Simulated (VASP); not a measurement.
Consider the following.

```
CELL_PARAMETERS angstrom
      0.00000     1.12754     1.12754
      1.12754     0.00000     1.12754
      1.12754     1.12754     0.00000
ATOMIC_POSITIONS crystal
  H  0.00000 0.00000 0.00000
```

Calculation: PBEsol GGA, VASP's PBE PAW potentials (set 64) (plane waves; VASP 6.6.1). Settings: 400 eV cut-off, 31×31×31 Γ-centred mesh, tetrahedra with Blöchl corrections, potentials H.

**Question.** Predict the energy per atom (σ→0), band gap (on the k-mesh) with the smallest direct gap where there is one.

**Answer.** 
```
Quantity                                                    Result
------------------------  ----------------------------------------
band gap (on the k-mesh)  none (metal, semimetal or under 0.01 eV)
energy per atom (σ→0)                               -2.222 eV/atom
```

The absolute energy has meaning only against runs of the same code, potentials and settings.

The structure was generated: H was put into the fcc type (Fm-3m), which need not be its known phase. It was relaxed first.
